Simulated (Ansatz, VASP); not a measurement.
# Cross-check of Ga3Ni2 (Ga3Ni2 (P-3m1)) between VASP and Ansatz, part 2 of 2

Wanted: the spread between two codes on one cell, functional and k mesh. The cell is taken from a series of runs on this material, whose earlier steps may have relaxed, scaled, displaced or heated it; both programs get it as it stands.

VASP 6.6.1 and Ansatz 0.2.0.

So far: Set-up; Ansatz: relaxation of cell and atoms, r2SCAN.

**3. VASP: relaxation of cell and atoms, r2SCAN**

Level of this step: r2SCAN, no spin polarisation; plane waves and PAW (Ga_d, Ni) (VASP).

The same cell, functional, mesh and smearing now go to VASP, with its own data sets.

Lines of VASP's logs that name or quote its potential files are left out, and so is its time.

File INCAR:

```
SYSTEM = Ga3Ni2
PREC = Accurate
ENCUT = 660
EDIFF = 1E-07
NELM = 120
ISMEAR = -1
SIGMA = 0.05
LREAL = .FALSE.
ALGO = Normal
METAGGA = R2SCAN
LASPH = .TRUE.
NBANDS = 36
LORBIT = 11
LWAVE = .FALSE.
LCHARG = .FALSE.
ISIF = 3
IBRION = 2
NSW = 80
EDIFFG = -0.005
GGA_COMPAT = .FALSE.
NELMIN = 4
LMIXTAU = .TRUE.
KPAR = 2
```

File POSCAR:

```
Ga3Ni2
1.0
    4.0108980000      0.0000000000      0.0000000000
   -2.0054490000      3.4735390000      0.0000000000
    0.0000000000      0.0000000000      4.8648810000
Ga Ni
3 2
Direct
    0.6666666187      0.3333332374      0.3600404614
    0.3333333813      0.6666667626      0.6399595386
    0.0000000000      0.0000000000      0.0000000000
    0.6666666187      0.3333332374      0.8575603391
    0.3333333813      0.6666667626      0.1424396609
```

File KPOINTS:

```
Automatic mesh
0
Gamma
11 11 8
0 0 0
```

Potentials, in the order of the species: Ga_d and Ni (PBE family, release 64).

Started as:

```console
> mpirun -np 2 vasp_std
```

Numbers of over 12 decimals in the logs are rounded to 6 here.

Output:

```text
[banner, memory and clock lines left out]
running    2 mpi-ranks, on    1 nodes
 distrk:  each k-point on    1 cores,    2 groups
 distr:  one band on    1 cores,    1 groups

 POSCAR found type information on POSCAR GaNi
 POSCAR found :  2 types and       5 ions
|                                                                             |
|               ----> ADVICE to this user running VASP <----                  |
|                                                                             |
|     You enforced a specific xc type in the INCAR file but a different       |
|     [... a line on the potential file left out ...]
|     I HOPE YOU KNOW WHAT YOU ARE DOING!                                     |
|                                                                             |

 LDA part: xc-table for (None), standard interpolation
 POSCAR, INCAR and KPOINTS ok, starting setup
 FFT: planning ... GRIDC
 FFT: planning ... GRID_SOFT
 FFT: planning ... GRID
 WAVECAR not read
 entering main loop
       N       E                     dE             d eps       ncg     rms          rms(c)
DAV:   1     0.433947334560E+03    0.43395E+03   -0.32930E+04  8584   0.365E+03
DAV:   2    -0.149723995398E+01   -0.43544E+03   -0.42234E+03  7920   0.652E+02
DAV:   3    -0.661474158871E+02   -0.64650E+02   -0.63139E+02  8296   0.211E+02
DAV:   4    -0.685260749167E+02   -0.23787E+01   -0.23623E+01  9252   0.449E+01
DAV:   5    -0.685830309904E+02   -0.56956E-01   -0.56927E-01 10684   0.656E+00    0.147E+01
DAV:   6    -0.665241967380E+02    0.20588E+01   -0.48551E+01  9312   0.859E+01    0.209E+01
DAV:   7    -0.603829470777E+02    0.61412E+01   -0.14616E+01  9076   0.545E+01    0.293E+00
DAV:   8    -0.603880500267E+02   -0.51029E-02   -0.24661E+00  9432   0.150E+01    0.284E+00
DAV:   9    -0.603900228078E+02   -0.19728E-02   -0.34339E-01  8456   0.733E+00    0.767E-01
DAV:  10    -0.604098095964E+02   -0.19787E-01   -0.99914E-02  9288   0.303E+00    0.380E-01
DAV:  11    -0.604148192883E+02   -0.50097E-02   -0.18829E-02  8504   0.195E+00    0.881E-02
DAV:  12    -0.604155949108E+02   -0.77562E-03   -0.21778E-03  9908   0.633E-01    0.636E-02
DAV:  13    -0.604158806326E+02   -0.28572E-03   -0.65109E-04  8680   0.335E-01    0.124E-02
DAV:  14    -0.604158655871E+02    0.15045E-04   -0.20033E-04  8716   0.166E-01    0.162E-02
DAV:  15    -0.604159321282E+02   -0.66541E-04   -0.44468E-05  9180   0.822E-02    0.231E-03
DAV:  16    -0.604159280996E+02    0.40286E-05   -0.60231E-06 13368   0.223E-02    0.174E-03
DAV:  17    -0.604159291290E+02   -0.10294E-05   -0.70392E-07  7988   0.126E-02    0.267E-04
DAV:  18    -0.604159285699E+02    0.55917E-06   -0.19472E-07  7000   0.464E-03    0.684E-04
DAV:  19    -0.604159288072E+02   -0.23736E-06   -0.48482E-08  4640   0.265E-03    0.198E-04
DAV:  20    -0.604159280702E+02    0.73698E-06   -0.15822E-08  4656   0.144E-03    0.109E-04
DAV:  21    -0.604159283332E+02   -0.26292E-06   -0.54117E-09  4456   0.139E-03    0.396E-05
DAV:  22    -0.604159282940E+02    0.39132E-07   -0.14336E-09  4448   0.342E-04
   1 F= -.60415928E+02 E0= -.60410994E+02  d E =-.604159E+02
[...]
2 F= -.60416361E+02 E0= -.60411445E+02  d E =-.432955E-03
[...]
3 F= -.60416360E+02 E0= -.60411444E+02  d E =-.432204E-03
[...]
4 F= -.60416421E+02 E0= -.60411519E+02  d E =-.601590E-04
[...]
5 F= -.60416423E+02 E0= -.60411518E+02  d E =-.623720E-04
[...]
6 F= -.60416420E+02 E0= -.60411514E+02  d E =-.599269E-04
 curvature:  -0.38 expect dE=-0.240E-05 dE for cont linesearch -0.731E-09
 trial: gam= 0.04672 g(F)=  0.333E-05 g(S)=  0.302E-05 ort =-0.508E-06 (trialstep = 0.934E+00)
 search vector abs. value=  0.660E-05
 bond charge predicted
       N       E                     dE             d eps       ncg     rms          rms(c)
DAV:   1    -0.604164267573E+02   -0.63768E-05   -0.94349E-04  8892   0.202E-01    0.203E-02
DAV:   2    -0.604164255744E+02    0.11828E-05   -0.70156E-05  9140   0.168E-01    0.184E-02
DAV:   3    -0.604164234403E+02    0.21341E-05   -0.27117E-05  9068   0.824E-02    0.989E-03
DAV:   4    -0.604164208019E+02    0.26384E-05   -0.46968E-06 12708   0.298E-02    0.149E-03
DAV:   5    -0.604164212029E+02   -0.40097E-06   -0.99115E-07  8460   0.916E-03    0.609E-04
DAV:   6    -0.604164215377E+02   -0.33482E-06   -0.13683E-07  5816   0.334E-03    0.238E-04
DAV:   7    -0.604164215965E+02   -0.58806E-07   -0.13723E-08  4176   0.145E-03
   7 F= -.60416422E+02 E0= -.60411515E+02  d E =-.117171E-05
 trial-energy change:   -0.000001  1 .order   -0.000003   -0.000006   -0.000001
 step:   1.0387(harm=  1.0387)  dis= 0.00032  next Energy=   -60.416424 (dE=-0.329E-05)
 reached required accuracy - stopping structural energy minimisation
```

OUTCAR, selected parts (step 3):

```text
ion  position               nearest neighbor table
   1  0.667  0.333  0.360-   4 2.42   4 2.44   5 2.55   5 2.55   5 2.55   2 2.69   2 2.69   2 2.69
                             3 2.90   3 2.90   3 2.90
   2  0.333  0.667  0.640-   5 2.42   5 2.44   4 2.55   4 2.55   4 2.55   1 2.69   1 2.69   1 2.69
                             3 2.90   3 2.90   3 2.90
   3  0.000  0.000  0.000-   4 2.42   4 2.42   5 2.42   5 2.42   4 2.42   5 2.42   1 2.90   2 2.90
                             2 2.90   1 2.90   1 2.90   2 2.90
   4  0.667  0.333  0.858-   3 2.42   3 2.42   3 2.42   1 2.42   1 2.44   2 2.55   2 2.55   2 2.55
                             5 2.70   5 2.70   5 2.70
   5  0.333  0.667  0.142-   3 2.42   3 2.42   3 2.42   2 2.42   2 2.44   1 2.55   1 2.55   1 2.55
                             4 2.70   4 2.70   4 2.70

  LATTYP: Found a hexagonal cell.
 ALAT       =     4.0108980000
 C/A-ratio  =     1.2129156613

 Subroutine GETGRP returns: Found 12 space group operations
 (whereof 12 operations were pure point group operations)

The static configuration has the point symmetry D_3d.

 Found    110 irreducible k-points:

   k-points           NKPTS =    110   k-points in BZ     NKDIM =    110   number of bands    NBANDS=     36

   dimension x,y,z NGX =    36 NGY =   36 NGZ =   42
   dimension x,y,z NGXF=    72 NGYF=   72 NGZF=   84

   ENCUT  =  660.0 eV  48.51 Ry    6.96 a.u.   8.40  8.40 10.19*2*pi/ulx,y,z

   NELECT =      59.0000    total number of electrons

 k-points in reciprocal lattice and weights: Automatic mesh
   0.00000000  0.00000000  0.00000000       0.001
   0.09090909  0.00000000  0.00000000       0.006
   0.18181818  0.00000000  0.00000000       0.006
   0.27272727  0.00000000  0.00000000       0.006
   0.36363636  0.00000000  0.00000000       0.006
   0.45454545  0.00000000  0.00000000       0.006
   0.09090909  0.09090909  0.00000000       0.006
   0.18181818  0.09090909  0.00000000       0.012
   0.27272727  0.09090909  0.00000000       0.012
[...]
0.27272727  0.27272727  0.50000000       0.006
   0.36363636  0.27272727  0.50000000       0.006

 average (electrostatic) potential at core
       1 -67.2068       2 -67.2068       3 -67.2690       4 -88.8518       5 -88.8518

 E-fermi :   7.8148

 k-point     1 :       0.0000    0.0000    0.0000
  band No.  band energies     occupation
    ...
     24       5.7074      2.00000
     25       6.2229      2.00000
     26       6.2229      2.00000
     27       6.4166      2.00000
     28       6.7626      2.00000
     29       9.3043      0.00000
     30       9.3043      0.00000
     31      11.2656      0.00000
     32      11.2656      0.00000
     33      11.4070      0.00000
    ...

 k-point     2 :       0.0909    0.0000    0.0000
  band No.  band energies     occupation
    ...
     24       5.6738      2.00000
     25       6.1674      2.00000
     26       6.2124      2.00000
     27       6.4178      2.00000
     28       6.7573      2.00000
     29       8.4109      0.00001
     30       8.8126      0.00000
     31      10.5840      0.00000
     32      11.8507      0.00000
     33      12.0627      0.00000
    ...

 k-point     3 :       0.1818    0.0000    0.0000
  band No.  band energies     occupation
    ...
     25       6.0644      2.00000
     26       6.1730      2.00000
     27       6.4117      2.00000
     28       6.7129      2.00000
     29       7.3815      1.99965
     30       7.9911      0.05716
     31      10.0822      0.00000
     32      12.3685      0.00000
     33      12.8478      0.00000
     34      13.1328      0.00000
    ...

  Total        0.0000849      0.0000849      0.0029958      0.0000000      0.0000000      0.0000000
  in kB        0.0020029      0.0020029      0.0706964      0.0000000      0.0000000      0.0000000
  external PRESSURE =       0.0249007 kB  Pullay stress =       0.0000000 kB

  energy-cutoff  :      660.00
  volume of cell :       67.89
      direct lattice vectors                 reciprocal lattice vectors
     4.017601182  0.000000000  0.000000000     0.248904746  0.143705245 -0.000000000
    -2.008800591  3.479344123  0.000000000     0.000000000  0.287410490 -0.000000000
     0.000000000  0.000000000  4.856865084     0.000000000 -0.000000000  0.205894128

 POSITION                                       TOTAL-FORCE (eV/Angst)
 -----------------------------------------------------------------------------------
      2.00880      1.15978      1.74589        -0.000000     -0.000000     -0.000873
      0.00000      2.31956      3.11098         0.000000      0.000000      0.000873
      0.00000      0.00000      0.00000        -0.000000     -0.000000      0.000000
      2.00880      1.15978      4.16610        -0.000000     -0.000000     -0.001099
      0.00000      2.31956      0.69077         0.000000      0.000000      0.001099
 -----------------------------------------------------------------------------------
    total drift:                                0.000000      0.000000      0.000000

  FREE ENERGIE OF THE ION-ELECTRON SYSTEM (eV)
  ---------------------------------------------------
  free  energy   TOTEN  =       -60.4164215965 eV

  energy  without entropy=      -60.4066082304  energy(sigma->0) =      -60.41151491

 reached required accuracy - stopping structural energy minimisation

 total charge
# of ion       s       p       d       tot
------------------------------------------
    1        0.841   0.825  10.010  11.676
    2        0.841   0.825  10.010  11.676
    3        0.867   0.842  10.031  11.740
    4        0.478   0.573   8.476   9.527
    5        0.478   0.573   8.476   9.527
--------------------------------------------------
tot          3.507   3.638  47.002  54.146

[... 3 further parts left out ...]
```

This run has no spin polarisation, so a moment on Ni, if there is one, isn't seen. Its electron count is odd, so without a moment it is a metal by construction.

**4. Side by side**

Known differences besides the potentials themselves: VASP keeps PBE cores, Ansatz makes them for the functional; the data sets hold 75 valence electrons in Ansatz (on its PAW soft_1 files) and 59 in VASP; the cutoff is 500 eV in Ansatz and 660 eV in VASP; Ansatz adds a Pulay correction to the stress that steers its cell, VASP none. Total energies have different zeros and are not compared.

Compared:

| quantity | Ansatz | VASP | difference |
| --- | --- | --- | --- |
| volume (Å³) | 67.96 | 67.89 | +0.09 % |
| edge a after relaxation, in the typed setting (Å) | 4.019 | 4.018 | +0.04 % |
| edge c after relaxation, in the typed setting (Å) | 4.858 | 4.857 | +0.02 % |

**5. Outcome**

* difference in volume (relaxation of cell and atoms, r2SCAN): 0.093 %

In words: The difference in volume is 0.093 % (relaxation of cell and atoms, r2SCAN), within the 1.2 % picked in this series as the mark of a large difference, as far as the stopping tolerances let one tell. The data sets hold unlike numbers of valence electrons (75 in Ansatz and 59 in VASP), so part of the differences comes from the potentials. How closely two codes agree says nothing of how well the functional describes the real material.

[Lines on the potential files, build, host, timing and source positions are cut from VASP's logs without a mark.]

[Logs are printed without paths, hosts, clocks, repeated set-up lines and the standing remarks that a program may print on its own settings, such as how far it seeks lower states.]

[Hosts, paths, dates, database ids (printed as entryN), source tags and the programs' standing remarks are cut or masked in the printed files.]
